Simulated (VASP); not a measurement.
A run of VASP 6.6.1 is set up as follows.

The input INCAR:

```
SYSTEM = CaCoAu3
ALGO     = Normal         ! electronic algorithm
EDIFF    = 1E-7           ! SCF threshold, eV
EDIFFG   = -0.02          ! ionic threshold
ENCUT    = 600            ! plane-wave cutoff, eV
GGA      = PE             ! functional
IBRION   = 2              ! ionic algorithm
ISIF     = 3              ! what is computed and relaxed
ISMEAR   = -1             ! smearing method
ISPIN    = 2              ! spin polarisation
IVDW     = 11             ! dispersion correction
LASPH    = .TRUE.         ! aspherical terms in the spheres
LCHARG   = .FALSE.        ! write CHGCAR
LMAXMIX  = 4              ! l up to which the mixer works
LORBIT   = 11             ! projections on sites
LREAL    = .FALSE.        ! projectors in reciprocal space
LWAVE    = .FALSE.        ! write WAVECAR
MAGMOM   = 0 2 0 0 0      ! initial moments
NELM     = 150            ! most SCF steps
NSW      = 60             ! ionic steps
PREC     = Accurate       ! precision mode
SIGMA    = 0.05           ! smearing width, eV
```

Contents of KPOINTS:

```
k-points
0
G
  5 5 5
  0 0 0
```

POSCAR

```
CaCoAu3
1.0
    4.8510400000      0.0000000000      0.0000000000
    0.0000000000      4.8510400000      0.0000000000
    0.0000000000      0.0000000000      4.8510400000
Ca Co Au
1 1 3
Direct
    0.0000000000      0.0000000000      0.0000000000
    0.5000000000      0.5000000000      0.5000000000
    0.0000000000      0.5000000000      0.5000000000
    0.5000000000      0.0000000000      0.5000000000
    0.5000000000      0.5000000000      0.0000000000
```

Potentials or basis: VASP PAW PBE potentials, release 64 (Ca_sv, Co, Au).

Run with:

```bash
$ cat potpaw_PBE.64/Ca_sv/POTCAR potpaw_PBE.64/Co/POTCAR potpaw_PBE.64/Au/POTCAR > POTCAR
$ mpirun -np 1 vasp_std > vasp.out
```

Predict the site moments.

Ca -0.01; Co +1.63; Au +0.04 μB.

What does it give for the net moment?

1.66 μB per cell.

Predict the relaxed cell.

a = 4.839 Å, b = 4.839 Å, c = 4.839 Å, α = 90.00°, β = 90.00°, γ = 90.00°.

Step by step:
| step | energy change (eV) | largest force (eV/Å) | pressure (GPa) | volume (Å³) |
| --- | --- | --- | --- | --- |
| 1 | 0.0000 | 0.0000 | -0.49 | 114.16 |
| 2 | -0.0012 | 0.0000 | 0.17 | 113.02 |
| 3 | -0.0014 | 0.0000 | 0.00 | 113.29 |

Caveat: pairwise dispersion overbinds metals, which lowers pressure and volume. The run has no spin-orbit coupling, so splittings on Au are missing.
